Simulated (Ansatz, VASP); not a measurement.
SiSbTe3: VASP beside Ansatz

File INCAR:

```
SYSTEM = SiSbTe3
  PREC = Accurate
  ENCUT = 520
  EDIFF = 1E-6
  ISMEAR = 0
  SIGMA = 0.1
  LREAL = .FALSE.
  LASPH = .TRUE.
  NELM = 100
  ALGO = Normal
  ISIF = 2
  LWAVE = .FALSE.
  LCHARG = .FALSE.
  GGA = PE
  NBANDS = 22
```

File KPOINTS:

```
regular mesh
0
G
  4 4 4
  0 0 0
```

Contents of POSCAR:

```
SiSbTe3
1.0
    5.2010171100      0.0000000000      0.0000000000
    0.0000000000      5.2010171100      0.0000000000
    0.0000000000      0.0000000000      5.2010171100
Si Sb Te
1 1 3
Direct
    0.5000000000      0.5000000000      0.5000000000
    0.0000000000      0.0000000000      0.0000000000
    0.5000000000      0.0000000000      0.0000000000
    0.0000000000      0.5000000000      0.0000000000
    0.0000000000      0.0000000000      0.5000000000
```

Input for Ansatz:

```yaml
crystal:
  lattice:
    - [5.20101711, 0.0, 0.0]
    - [0.0, 5.20101711, 0.0]
    - [0.0, 0.0, 5.20101711]
  atoms:
    - { symbol: Si, position: [0.5, 0.5, 0.5] }
    - { symbol: Sb, position: [0.0, 0.0, 0.0] }
    - { symbol: Te, position: [0.5, 0.0, 0.0] }
    - { symbol: Te, position: [0.0, 0.5, 0.0] }
    - { symbol: Te, position: [0.0, 0.0, 0.5] }
basis:
  ecutwfc: 420
kpoints:
  mp_grid: { grid: [4, 4, 4] }
hamiltonian:
  xc: pbe
scf:
  occupations: { method: gaussian, width: 0.1 }
  lower_state_search: "off"
output:
  forces: true
  stress: true
  eigenvalues: true
```

Change from the starting cell: species swapped into the Ce3SnN type (Pm-3m, No. 221).

Alike in both runs: task single point; functional PBE; k mesh 4 × 4 × 4; occupations gaussian, width 0.1 eV; no spin polarisation.

|  | VASP | Ansatz |
| --- | --- | --- |
| version | VASP 6.6.1 | Ansatz 0.2.0 |
| potentials or method | VASP PAW PBE potentials, release 64 (Si, Sb, Te) | scalar-relativistic, plane waves, PAW |
| plane-wave cutoff (eV) | 520 | 420 |
| valence electrons in the cell | 27 | 67 |

```csv
,VASP,Ansatz,Ansatz less VASP
gap on the k mesh at the Fermi level (eV),none,none,-
pressure (GPa),17.7,17.5,-0.24
```

A gap of «none» marks a metal or a gap that the smearing closes. The two sets of potentials don't hold the same shells in valence.

Caveats: so large a pressure means that the cell lies far from this level's equilibrium, or that cutoff or potentials fall short (VASP). Spin-orbit coupling is left out, which matters for the levels of Sb, Te.
